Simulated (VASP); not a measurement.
Input:

```
CELL_PARAMETERS angstrom
      0.00000     3.27549     3.27549
      3.27549     0.00000     3.27549
      3.27549     3.27549     0.00000
ATOMIC_POSITIONS crystal
  Rb 0.00000 0.00000 0.00000
  Cl 0.50000 0.50000 0.50000
```

Calculation: optB88-vdW, VASP's PBE PAW potentials (set 64) (plane waves; VASP 6.6.1). Numerical set-up: 520 eV cut-off, Gaussian smearing of 0.050 eV, potentials Rb_sv Cl.

Give the energies of bands 6 to 11 at the high-symmetry points, in eV from the valence-band maximum.

```
band     Γ      X      U      L      W
----  ----  -----  -----  -----  -----
6     0.00  -0.33  -0.42  -0.90  -0.46
7     0.00  -0.10  -0.29  -0.35  -0.24
8     0.00  -0.10  -0.23  -0.35  -0.24
9     4.89   6.07   6.83   7.66   7.57
10    7.90   8.03   8.63   7.90   7.57
11    7.90   9.65   9.03  10.12   9.34
```

The gap is direct, 4.89 eV, from the valence maximum at Γ to the conduction minimum at Γ.

Measured: gap 8.50 eV (computed value off by -3.61 eV), as given by Aguado et al., (1998), arXiv:cond-mat/9809176.

The compound is RbCl in the rock salt structure. It was relaxed first.
